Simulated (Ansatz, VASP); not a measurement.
# BeSi: VASP beside Ansatz, part 2 of 2

Aim: how closely do two programs agree when they are given the same cell, functional and k mesh? The cell is generated by rule, not measured, and may not be a known phase. The cell is taken from a series of runs on this material, whose earlier steps may have relaxed, scaled, displaced or heated it; both programs get it as it stands.

VASP 6.6.1 and Ansatz 0.2.0.

So far: The structure; Ansatz: relaxation of cell and atoms, PBEsol, pair 1; VASP: relaxation of cell and atoms, PBEsol, pair 1; Side by side.

The structure was built from a prototype and need not be the compound's stable phase.

## (5) Ansatz: relaxation of cell and atoms, PBEsol, pair 2

Level of this step: Ansatz beside VASP: Kohn-Sham DFT, plane waves, PBEsol (Ansatz).

The relaxed volume is the usual yardstick between codes: in a stiff, nearly cubic crystal its relative difference is about their pressure difference at one cell divided by the bulk modulus.

The cell is taken from a series of runs on this material, whose earlier steps may have relaxed, scaled, displaced or heated it; both programs get it as it stands.

Contents of input.yaml:

```yaml
crystal:
  lattice:
    - [1.6671712996, -4.069514411, 0.0]
    - [1.6671712996, 4.069514411, 0.0]
    - [0.0, 0.0, 3.3655782785]
  atoms:
    - { symbol: Be, position: [0.9219079677, 0.0780920323, 0.25] }
    - { symbol: Be, position: [0.0780920323, 0.9219079677, 0.75] }
    - { symbol: Si, position: [0.6366561965, 0.3633438035, 0.25] }
    - { symbol: Si, position: [0.3633438035, 0.6366561965, 0.75] }
kpoints:
  mp_grid: { grid: [12, 12, 10] }
hamiltonian:
  xc: pbesol
scf:
  occupations: { method: gaussian, width: 0.1 }
output:
  forces: true
  stress: true
  eigenvalues: true
relax:
  adjacent_minimum: "off"
  f_tol: 0.005
  max_steps: 80
  cell: { stress_tol: 0.05 }
```

Command:

```sh
> ansatz run input.yaml --threads 8 --pin off --max-ram 14336MiB --backend cpu --events-out ev --progress --plain --runs-dir out
```

Numbers of over 12 decimals in the logs are rounded to 6 here.

Log:

```text
[...]
Crystal: 4 atoms, lattice volume = 45.668 Å³
Basis set: ecut = 420 eV, 915 PW (Γ), exchange–correlation on 60×60×48 points (8 copies of the dense FFT grid, shifted against one another)
Bands: 10, of which v1, the nominal top of the filled ones, is band 6 counted from 1 (5 counted from 0)
Symmetry: 8 space group operations
[...]
k-points: 258 of 1440
[...]
--- Relaxed structure (6 steps of the walk, 6 accepted, 2 SCFs on fresh bases) ---
[...]
cell:  # Å, volume = 45.7466 Å³
    - [1.671104, -4.024833, 0.0]
    - [1.671104, 4.024833, 0.0]
    - [0.0, 0.0, 3.400768]
  atoms:
    - { symbol: Be, position: [0.921956, 0.078044, 0.25] }
    - { symbol: Be, position: [0.078044, 0.921956, 0.750000] }
    - { symbol: Si, position: [0.635700, 0.364300, 0.25] }
    - { symbol: Si, position: [0.364300, 0.635700, 0.750000] }
[key lines of the parts left out:]
SCF converged after 4 iterations
Free energy (F): -1422.596716 eV
Fermi energy:    9.494098 eV
P = ⅓ Tr σ = 0.0067 GPa (0.067 kbar)
```

## (6) VASP: relaxation of cell and atoms, PBEsol, pair 2

The same cell, functional, mesh and smearing now go to VASP, with its own data sets.

Contents of INCAR:

```
SYSTEM = BeSi
PREC = Accurate
ENCUT = 600
EDIFF = 1E-07
NELM = 120
ISMEAR = 0
SIGMA = 0.1
LREAL = .FALSE.
ALGO = Normal
GGA = PS
NBANDS = 12
LORBIT = 11
LWAVE = .FALSE.
LCHARG = .FALSE.
ISIF = 3
IBRION = 2
NSW = 80
EDIFFG = -0.005
LASPH = .TRUE.
GGA_COMPAT = .FALSE.
NELMIN = 4
KPAR = 2
```

Contents of POSCAR:

```
BeSi
1.0
    1.6671710000     -4.0695140000      0.0000000000
    1.6671710000      4.0695140000      0.0000000000
    0.0000000000      0.0000000000      3.3655780000
Be Si
2 2
Direct
    0.9219079969      0.0780920031      0.2500001486
    0.0780920031      0.9219079969      0.7500001486
    0.6366562445      0.3633437555      0.2500001486
    0.3633437555      0.6366562445      0.7500001486
```

Contents of KPOINTS:

```
Automatic mesh
0
Gamma
12 12 10
0 0 0
```

The projector-augmented-wave data sets are Be and Si (PBE family, release 64).

Command:

```sh
> mpirun -np 2 vasp_std
```

Log:

```text
[banner, memory and clock lines left out]
running    2 mpi-ranks, on    1 nodes
[...]
[... a notice as in an earlier step ...]

 LDA part: xc-table for (Slater+PW92), standard interpolation
 POSCAR, INCAR and KPOINTS ok, starting setup
[...]
entering main loop
       N       E                     dE             d eps       ncg     rms          rms(c)
DAV:   1     0.117203113663E+02    0.11720E+02   -0.52906E+03  6192   0.943E+02
DAV:   2    -0.177096428026E+02   -0.29430E+02   -0.27518E+02  7892   0.134E+02
DAV:   3    -0.188716587061E+02   -0.11620E+01   -0.11339E+01  8752   0.231E+01
DAV:   4    -0.188840998443E+02   -0.12441E-01   -0.12406E-01  7764   0.264E+00
[...]
DAV:  11    -0.183967477790E+02   -0.12709E-05   -0.88536E-06  8204   0.210E-02    0.154E-02
DAV:  12    -0.183967461817E+02    0.15973E-05   -0.45032E-06  7408   0.104E-02    0.250E-03
DAV:  13    -0.183967461377E+02    0.44012E-07   -0.13612E-07  5776   0.278E-03
   1 F= -.18396746E+02 E0= -.18393886E+02  d E =-.183967E+02
[... from here on, the cycles between the ionic steps are left out ...]
   2 F= -.18400400E+02 E0= -.18397696E+02  d E =-.365371E-02
   3 F= -.18400979E+02 E0= -.18398330E+02  d E =-.423326E-02
   4 F= -.18401714E+02 E0= -.18399098E+02  d E =-.734264E-03
   5 F= -.18401819E+02 E0= -.18399218E+02  d E =-.839131E-03
   6 F= -.18401818E+02 E0= -.18399218E+02  d E =-.838917E-03
   7 F= -.18401879E+02 E0= -.18399272E+02  d E =-.603327E-04
   8 F= -.18401881E+02 E0= -.18399272E+02  d E =-.625533E-04
   9 F= -.18401903E+02 E0= -.18399301E+02  d E =-.219450E-04
  10 F= -.18401914E+02 E0= -.18399320E+02  d E =-.330003E-04
[...]
reached required accuracy - stopping structural energy minimisation
```

OUTCAR, selected parts (step 6):

```text
  Total       -0.0041436      0.0132735      0.0131284      0.0000000      0.0000000      0.0000000
  in kB       -0.1448205      0.4639101      0.4588393      0.0000000      0.0000000      0.0000000
  external PRESSURE =       0.2593097 kB  Pullay stress =       0.0000000 kB

 POSITION                                       TOTAL-FORCE (eV/Angst)
 -----------------------------------------------------------------------------------
      1.67256     -3.39766      0.85078         0.000000      0.003006     -0.000000
      1.67256      3.39766      2.55234         0.000000     -0.003006      0.000000
      1.67256     -1.09196      0.85078         0.000000     -0.000279      0.000000
      1.67256      1.09196      2.55234         0.000000      0.000279     -0.000000
 -----------------------------------------------------------------------------------
    total drift:                                0.000000     -0.000000     -0.000019

  FREE ENERGIE OF THE ION-ELECTRON SYSTEM (eV)
  ---------------------------------------------------
  free  energy   TOTEN  =       -18.4019138650 eV

  energy  without entropy=      -18.3967261258  energy(sigma->0) =      -18.39932000

[... 1 part as in an earlier step ...]

[... 3 further parts left out ...]
[key lines of the parts left out:]
E-fermi :   8.7489
```

## (7) Differences

The two programs side by side:

| quantity | Ansatz | VASP | difference |
| --- | --- | --- | --- |
| volume (Å³) | 45.75 | 45.84 | -0.21 % |
| edge a after relaxation, in the typed setting (Å) | 4.358 | 4.361 | -0.06 % |
| edge c after relaxation, in the typed setting (Å) | 3.401 | 3.403 | -0.07 % |

## (8) Outcome

* difference in volume (relaxation of cell and atoms, PBEsol, pair 1): -0.25 %
* difference in volume (relaxation of cell and atoms, PBEsol, pair 2): -0.21 %

**Reading.** The difference in volume is -0.25 % (relaxation of cell and atoms, PBEsol, pair 1), within the 1.2 % picked in this series as the mark of a large difference, as far as the stopping tolerances let one tell. 1 further run of this series is not shown here. How closely two codes agree says nothing of how well the functional describes the real material.

[Lines on the potential files, build, host, timing and source positions are cut from VASP's logs without a mark.]

[Logs are printed without paths, hosts, clocks, repeated set-up lines and the standing remarks that a program may print on its own settings, such as how far it seeks lower states.]

[Hosts, paths, dates, database ids (printed as entryN), source tags and the programs' standing remarks are cut or masked in the printed files.]
